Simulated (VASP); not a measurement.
A run of VASP 6.6.1 is set up as follows.

File INCAR:

```
SYSTEM = Zn2GeS3
PREC = Accurate
ENCUT = 520
EDIFF = 1E-7
ISMEAR = 0
SIGMA = 0.02
LREAL = .FALSE.
LASPH = .TRUE.
NELM = 100
ALGO = Fast
ISIF = 2
LWAVE = .FALSE.
LCHARG = .FALSE.
GGA = CA
NBANDS = 37
```

The input KPOINTS:

```
Automatic mesh
0
G
  9 9 4
  0 0 0
```

The input POSCAR:

```
Zn2GeS3
1.0
    3.7423926698      0.0000000000      0.0000000000
   -1.8711963349      3.2410071230      0.0000000000
    0.0000000000      0.0000000000     10.3055192061
Zn Ge S
2 1 3
Direct
    0.6666666667      0.3333333333      0.3537999020
    0.3333333333      0.6666666667      0.6490209079
    0.0000000000      0.0000000000      1.0018162050
    0.0000000000      0.0000000000      0.2844358824
    0.6666666667      0.3333333333      0.5827759818
    0.3333333333      0.6666666667      0.8781511210
```

Potentials or basis: VASP PAW LDA potentials, release 64 (Zn, Ge_d, S).

Launch:

```console
$ cat potpaw_LDA.64/Zn/POTCAR potpaw_LDA.64/Ge_d/POTCAR potpaw_LDA.64/S/POTCAR > POTCAR
$ mpirun -np 1 vasp_std > vasp.out
```

(1) What does it give for the band gap on the k mesh?

(2) Estimate the largest force.

(3) Estimate the pressure.

Answers

(1) 0.69 eV, indirect (least direct gap 1.21 eV).

(2) 0.021 eV/Å.

(3) 0.2 GPa.

Caveat: an odd mesh through Γ misses points on the zone boundary, where band edges often lie.
